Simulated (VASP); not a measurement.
Energy against volume of FeAl (CsCl type). Calculation: SCAN meta-GGA, VASP's PBE PAW potentials (set 64) (plane waves; VASP). Settings: 520 eV cut-off, 13×13×13 Γ-centred mesh, first-order Methfessel-Paxton smearing of 0.10 eV, potentials Al Fe.

```csv
V (Å³/atom),E (eV/atom)
10.678,-13.13968
11.019,-13.16230
11.360,-13.16949
11.700,-13.16350
```

Problem. Fit these four points and predict the energy of the run at 12.041 Å³/atom.

Solution. A cubic in V^(−2/3), the third-order Birch-Murnaghan form, passes through the four points with V0 = 11.37 Å³/atom and B0 = 206 GPa, and gives -13.1462 eV/atom there. The run gave -13.1463 eV/atom, -0.1 meV/atom from the fit; all five points give B0 = 205 GPa.

The compound is FeAl in the CsCl type structure. It was relaxed first, which changed the volume by -8 %. The run is not spin-polarised, so no magnetic state was tried.
